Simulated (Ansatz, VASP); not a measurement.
# Cross-check of KMgF3 between VASP and Ansatz

One calculation is typed for both programs; each brings its own data sets. How far apart do they land? The cell is taken from a series of runs on this material, whose earlier steps may have relaxed, scaled, displaced or heated it; both programs get it as it stands.

Calculated with Ansatz 0.2.0; plane waves, with VASP 6.6.1 beside it; PBEsol.

**1. Starting point**

It takes space group Pm-3m (No. 221, cubic). Conventional cell: a = 3.989 Å, b = 3.989 Å, c = 3.989 Å, α = 90.00°, β = 90.00°, γ = 90.00°. Nearest to K lie 12 F at 2.82 Å. Nearest to Mg lie 6 F at 1.99 Å. F has 2 Mg at 1.99 Å and 4 K at 2.82 Å nearest. Farther neighbours and most contacts between anions are not listed.

Coordinates:

```xyz
5
Lattice="3.9888 0.0000 0.0000 0.0000 3.9888 0.0000 0.0000 0.0000 3.9888" Properties=species:S:1:pos:R:3 pbc="T T T"
K     1.9944    1.9944    1.9944
Mg    0.0000    0.0000    0.0000
F     1.9944    0.0000    0.0000
F     0.0000    1.9944    0.0000
F     0.0000    0.0000    1.9944
```

**2. VASP: zone-centre phonons, PBEsol**

Second derivatives magnify differences that forces hide, and they need a tight electronic threshold.

Lines of VASP's logs that name or quote its potential files are left out, and so is its time.

INCAR reads:

```
SYSTEM = KMgF3
PREC = Accurate
ENCUT = 600
EDIFF = 1E-08
NELM = 120
ISMEAR = 0
SIGMA = 0.01
LREAL = .FALSE.
ALGO = Normal
GGA = PS
NBANDS = 22
LORBIT = 11
LWAVE = .FALSE.
LCHARG = .FALSE.
ISIF = 2
IBRION = 8
LEPSILON = .TRUE.
LASPH = .TRUE.
GGA_COMPAT = .FALSE.
EFERMI = MIDGAP
KPAR = 2
```

POSCAR reads:

```
KMgF3
1.0
    3.9887688568      0.0000000000      0.0000000000
    0.0000000000      3.9887688568      0.0000000000
    0.0000000000      0.0000000000      3.9887688568
K Mg F
1 1 3
Direct
    0.5000000000      0.5000000000      0.5000000000
    0.0000000000      0.0000000000      0.0000000000
    0.5000000000      0.0000000000      0.0000000000
    0.0000000000      0.5000000000      0.0000000000
    0.0000000000      0.0000000000      0.5000000000
```

KPOINTS reads:

```
Automatic mesh
0
Gamma
6 6 6
0 0 0
```

Potentials, in the order of the species: K_sv, Mg and F (PBE family, release 64).

Launch:

```bash
$ mpirun -np 2 vasp_std
```

Numbers of over 12 decimals in the logs are rounded to 6 here.

Log:

```text
[banner, memory and clock lines left out]
running    2 mpi-ranks, on    1 nodes
 distrk:  each k-point on    1 cores,    2 groups
 distr:  one band on    1 cores,    1 groups

 POSCAR found type information on POSCAR K MgF
 POSCAR found :  3 types and       5 ions
|                                                                             |
|               ----> ADVICE to this user running VASP <----                  |
|                                                                             |
|     You enforced a specific xc type in the INCAR file but a different       |
|     [... a line on the potential file left out ...]
|     I HOPE YOU KNOW WHAT YOU ARE DOING!                                     |
|                                                                             |

 LDA part: xc-table for (Slater+PW92), standard interpolation
 POSCAR, INCAR and KPOINTS ok, starting setup
 FFT: planning ... GRIDC
 FFT: planning ... GRID_SOFT
 FFT: planning ... GRID
 WAVECAR not read
 entering main loop
       N       E                     dE             d eps       ncg     rms          rms(c)
DAV:   1     0.251003247941E+03    0.25100E+03   -0.19072E+04   920   0.156E+03
DAV:   2    -0.137622439950E+02   -0.26477E+03   -0.25325E+03  1134   0.383E+02
DAV:   3    -0.265047439843E+02   -0.12742E+02   -0.12693E+02  1172   0.804E+01
DAV:   4    -0.271368798829E+02   -0.63214E+00   -0.63153E+00  1424   0.105E+01
DAV:   5    -0.271393475754E+02   -0.24677E-02   -0.24677E-02  1110   0.747E-01    0.812E+00
DAV:   6    -0.253067952099E+02    0.18326E+01   -0.65883E+00  1006   0.190E+01    0.395E+00
DAV:   7    -0.252803917434E+02    0.26403E-01   -0.19813E-01  1182   0.288E+00    0.242E+00
DAV:   8    -0.252706359793E+02    0.97558E-02   -0.70042E-02  1076   0.265E+00    0.304E-01
DAV:   9    -0.252702018751E+02    0.43410E-03   -0.17214E-02  1122   0.933E-01    0.148E-01
DAV:  10    -0.252702169322E+02   -0.15057E-04   -0.14093E-03  1166   0.270E-01    0.992E-02
DAV:  11    -0.252702130041E+02    0.39281E-05   -0.25806E-05  1092   0.437E-02    0.576E-02
DAV:  12    -0.252702095865E+02    0.34176E-05   -0.10753E-04   940   0.822E-02    0.101E-02
DAV:  13    -0.252702097896E+02   -0.20305E-06   -0.48748E-06  1166   0.147E-02    0.395E-03
DAV:  14    -0.252702096520E+02    0.13759E-06   -0.72283E-07  1052   0.571E-03    0.237E-03
DAV:  15    -0.252702095113E+02    0.14071E-06   -0.19353E-07  1024   0.334E-03    0.713E-04
DAV:  16    -0.252702095364E+02   -0.25184E-07   -0.58158E-09   714   0.573E-04    0.433E-04
DAV:  17    -0.252702095596E+02   -0.23159E-07   -0.82540E-09   536   0.643E-04    0.729E-05
DAV:  18    -0.252702095622E+02   -0.25952E-08   -0.82668E-10   512   0.194E-04
   1 F= -.25270210E+02 E0= -.25270210E+02  d E =0.000000E+00
 Linear response reoptimize wavefunctions to high precision
DAV:   1    -0.252702095610E+02    0.12492E-08   -0.25618E-10   512   0.875E-05
DAV:   2    -0.252702095611E+02   -0.11551E-09   -0.10530E-10   512   0.399E-05
DAV:   3    -0.252702095611E+02   -0.49113E-10   -0.57902E-11   494   0.278E-05
 Linear response G [H, r] |phi>, progress :
  Direction:   1
       N       E                     dE             d eps       ncg     rms
RMM:   1    -0.105072110157E+03   -0.10507E+03    0.40492E+02  1629   0.110E+02
RMM:   2    -0.105168754221E+03   -0.96644E-01   -0.67855E+00  1502   0.194E+01
RMM:   3    -0.105420934520E+03   -0.25218E+00   -0.12837E+00  1779   0.422E+00
RMM:   4    -0.105468496301E+03   -0.47562E-01   -0.24289E-01  1787   0.131E+00
RMM:   5    -0.105479246330E+03   -0.10750E-01   -0.65556E-02  1856   0.576E-01
RMM:   6    -0.105481409771E+03   -0.21634E-02   -0.20269E-02  1815   0.288E-01
RMM:   7    -0.105482187446E+03   -0.77767E-03   -0.65271E-03  1731   0.146E-01
RMM:   8    -0.105482442522E+03   -0.25508E-03   -0.13110E-03  1587   0.727E-02
RMM:   9    -0.105482489749E+03   -0.47228E-04    0.22500E-04  1483   0.357E-02
RMM:  10    -0.105482492298E+03   -0.25485E-05   -0.73464E-03  1452   0.203E-02
RMM:  11    -0.105482504142E+03   -0.11844E-04   -0.85698E-04  1437   0.131E-02
RMM:  12    -0.105482505136E+03   -0.99440E-06    0.21143E-03  1417   0.946E-03
RMM:  13    -0.105482505818E+03   -0.68205E-06   -0.24480E-04  1433   0.766E-03
RMM:  14    -0.105482506203E+03   -0.38495E-06    0.55965E-04  1402   0.666E-03
RMM:  15    -0.105482506291E+03   -0.88130E-07   -0.65891E-05  1365   0.611E-03
RMM:  16    -0.105482506489E+03   -0.19746E-06    0.29156E-04  1269   0.579E-03
RMM:  17    -0.105482506588E+03   -0.98852E-07   -0.29679E-05  1174   0.562E-03
RMM:  18    -0.105482506706E+03   -0.11798E-06    0.84100E-05  1104   0.553E-03
RMM:  19    -0.105482506661E+03    0.44563E-07    0.73978E-05  1031   0.548E-03
 Linear response G [H, r] |phi>, progress :
  Direction:   2
       N       E                     dE             d eps       ncg     rms
[...]
Direction:   2
       N       E                     dE             d eps       ncg     rms          rms(c)
RMM:   1    -0.203373492970E+00   -0.20337E+00   -0.33991E-01  3531   0.273E+00
RMM:   2    -0.204145805871E+00   -0.77231E-03   -0.18964E-02  3270   0.569E-01    0.801E-01
RMM:   3    -0.196368134143E+00    0.77777E-02   -0.14053E-02  2998   0.656E-01    0.422E-01
RMM:   4    -0.203129926392E+00   -0.67618E-02   -0.63950E-03  3035   0.526E-01    0.137E-01
[...]
RMM:   2    -0.311565298528E+00   -0.16530E-02   -0.24299E-02  2865   0.621E-01    0.440E-02
RMM:   3    -0.313278860634E+00   -0.17136E-02   -0.37139E-03  3313   0.205E-01    0.295E-02
RMM:   4    -0.313590152746E+00   -0.31129E-03   -0.37554E-04  3477   0.566E-02    0.270E-02
RMM:   5    -0.313627620922E+00   -0.37468E-04   -0.11958E-04  3288   0.391E-02    0.338E-03
RMM:   6    -0.313641770958E+00   -0.14150E-04   -0.13434E-05  3523   0.123E-02    0.282E-03
RMM:   7    -0.313645044289E+00   -0.32733E-05   -0.36184E-06  3555   0.522E-03    0.108E-03
RMM:   8    -0.313642777805E+00    0.22665E-05   -0.54971E-06  3664   0.206E-03    0.446E-04
RMM:   9    -0.313640911977E+00    0.18658E-05   -0.49435E-07  3652   0.982E-04    0.189E-04
RMM:  10    -0.313640562932E+00    0.34905E-06   -0.63802E-07  3823   0.490E-04    0.160E-04
RMM:  11    -0.313640092238E+00    0.47069E-06    0.15893E-09  3603   0.302E-04    0.327E-05
RMM:  12    -0.313640230389E+00   -0.13815E-06    0.15569E-07  3763   0.176E-04    0.482E-06
RMM:  13    -0.313640210494E+00    0.19895E-07   -0.66869E-08  3373   0.134E-04    0.145E-06
RMM:  14    -0.313640202032E+00    0.84627E-08    0.54312E-08  3452   0.114E-04    0.581E-07
 first order change of Fermi-energy  -0.87245E-04
 force on displaced ion       1 direction 1 :  -2.165  -0.000   0.000
 Born effective charge ion    1 direction 1 :   1.185   0.000   0.000
 Linear response progress:
  Degree of freedom:   2/  4
       N       E                     dE             d eps       ncg     rms          rms(c)
RMM:   1    -0.288645229344E-02   -0.28865E-02    0.11108E-02  3197   0.563E-01
RMM:   2    -0.283112271500E-02    0.55330E-04   -0.14930E-04  3001   0.744E-02    0.420E-02
RMM:   3    -0.278528358137E-02    0.45839E-04   -0.32125E-05  3029   0.301E-02    0.242E-02
RMM:   4    -0.276284875371E-02    0.22435E-04   -0.41835E-05  2967   0.340E-02    0.339E-03
RMM:   5    -0.275286788941E-02    0.99809E-05   -0.18590E-06  3175   0.821E-03    0.735E-04
RMM:   6    -0.275077822996E-02    0.20897E-05   -0.29991E-07  3343   0.232E-03    0.474E-04
RMM:   7    -0.274997252313E-02    0.80571E-06   -0.64408E-08  3399   0.104E-03    0.101E-04
RMM:   8    -0.274989122989E-02    0.81293E-07   -0.28537E-08  3485   0.365E-04    0.539E-05
RMM:   9    -0.274990060450E-02   -0.93746E-08   -0.13878E-08  3492   0.181E-04    0.161E-05
 first order change of Fermi-energy   0.80943E-05
 force on displaced ion       2 direction 1 :  -9.231   0.000  -0.000
 Born effective charge ion    2 direction 1 :   1.993   0.000   0.000
 Linear response progress:
  Degree of freedom:   3/  4
       N       E                     dE             d eps       ncg     rms          rms(c)
RMM:   1    -0.534343756673E+00   -0.53434E+00    0.77479E-01  2966   0.381E+00
RMM:   2    -0.534041215676E+00    0.30254E-03   -0.63199E-03  2874   0.478E-01    0.106E-01
RMM:   3    -0.535511242502E+00   -0.14700E-02   -0.63964E-04  2736   0.130E-01    0.585E-02
RMM:   4    -0.537569900419E+00   -0.20587E-02   -0.60192E-04  2803   0.125E-01    0.129E-02
RMM:   5    -0.537486852808E+00    0.83048E-04   -0.57252E-05  3234   0.282E-02    0.286E-03
RMM:   6    -0.537467143047E+00    0.19710E-04   -0.10470E-05  3375   0.921E-03    0.667E-04
RMM:   7    -0.537477322972E+00   -0.10180E-04   -0.23302E-06  3317   0.377E-03    0.225E-04
RMM:   8    -0.537473181769E+00    0.41412E-05   -0.78541E-07  3479   0.169E-03    0.905E-05
RMM:   9    -0.537472640961E+00    0.54081E-06    0.22354E-07  3552   0.875E-04    0.256E-05
RMM:  10    -0.537472832798E+00   -0.19184E-06   -0.21852E-07  3691   0.477E-04    0.173E-05
RMM:  11    -0.537472983931E+00   -0.15113E-06   -0.26808E-07  3568   0.323E-04    0.459E-06
RMM:  12    -0.537472911299E+00    0.72632E-07   -0.32836E-07  3467   0.247E-04    0.114E-06
RMM:  13    -0.537472903994E+00    0.73047E-08   -0.29378E-07  3213   0.215E-04    0.634E-07
RMM:  14    -0.537472906157E+00   -0.21625E-08   -0.27581E-07  2926   0.201E-04    0.185E-07
RMM:  15    -0.537472908169E+00   -0.20120E-08   -0.27651E-07  2522   0.195E-04    0.170E-07
RMM:  16    -0.537472908450E+00   -0.28179E-09   -0.26940E-07  2317   0.193E-04    0.122E-07
RMM:  17    -0.537472908495E+00   -0.44114E-10   -0.27595E-07  2048   0.191E-04    0.551E-08
 first order change of Fermi-energy   0.55974E-04
 force on displaced ion       3 direction 1 : -10.844  -0.000  -0.000
 Born effective charge ion    3 direction 1 :  -1.252   0.000   0.000
 Linear response progress:
  Degree of freedom:   4/  4
       N       E                     dE             d eps       ncg     rms          rms(c)
RMM:   1    -0.533518835497E+00   -0.53352E+00    0.60549E-01  4830   0.376E+00
RMM:   2    -0.532593866556E+00    0.92497E-03   -0.47098E-03  4525   0.463E-01    0.796E-02
RMM:   3    -0.533918208447E+00   -0.13243E-02   -0.42295E-04  4507   0.122E-01    0.437E-02
RMM:   4    -0.535619771240E+00   -0.17016E-02   -0.28842E-04  4396   0.945E-02    0.104E-02
RMM:   5    -0.535672675837E+00   -0.52905E-04   -0.37857E-05  5326   0.245E-02    0.272E-03
RMM:   6    -0.535617503837E+00    0.55172E-04   -0.68541E-06  5415   0.822E-03    0.101E-03
RMM:   7    -0.535622667079E+00   -0.51632E-05   -0.15648E-06  5583   0.347E-03    0.408E-04
RMM:   8    -0.535619425023E+00    0.32421E-05   -0.62985E-07  5723   0.155E-03    0.203E-04
RMM:   9    -0.535620396113E+00   -0.97109E-06    0.66544E-08  5574   0.813E-04    0.411E-05
RMM:  10    -0.535620270118E+00    0.12599E-06   -0.75967E-07  5866   0.473E-04    0.246E-05
RMM:  11    -0.535620366079E+00   -0.95961E-07   -0.33409E-07  5931   0.325E-04    0.383E-06
RMM:  12    -0.535620400344E+00   -0.34265E-07   -0.38167E-07  5841   0.252E-04    0.676E-06
RMM:  13    -0.535620410336E+00   -0.99924E-08   -0.35091E-07  5399   0.221E-04    0.168E-06
RMM:  14    -0.535620404876E+00    0.54601E-08   -0.36194E-07  4983   0.207E-04    0.307E-06
RMM:  15    -0.535620408664E+00   -0.37884E-08   -0.37390E-07  4665   0.201E-04    0.108E-06
RMM:  16    -0.535620410031E+00   -0.13661E-08   -0.36321E-07  4341   0.199E-04    0.723E-07
RMM:  17    -0.535620410599E+00   -0.56886E-09   -0.36093E-07  3783   0.197E-04    0.424E-07
RMM:  18    -0.535620411393E+00   -0.79315E-09   -0.35694E-07  3407   0.197E-04    0.428E-08
 first order change of Fermi-energy   0.22307E-03
 force on displaced ion       3 direction 2 :   0.000  -2.801   0.000
 Born effective charge ion    3 direction 2 :   0.000  -0.964   0.000
 Born effective charges drift removed
 Linear response finished
```

[end of part 1 of 3]

[Lines on the potential files, build, host, timing and source positions are cut from VASP's logs without a mark.]

[Logs are printed without paths, hosts, clocks, repeated set-up lines and the standing remarks that a program may print on its own settings, such as how far it seeks lower states.]

[Hosts, paths, dates, database ids (printed as entryN), source tags and the programs' standing remarks are cut or masked in the printed files.]
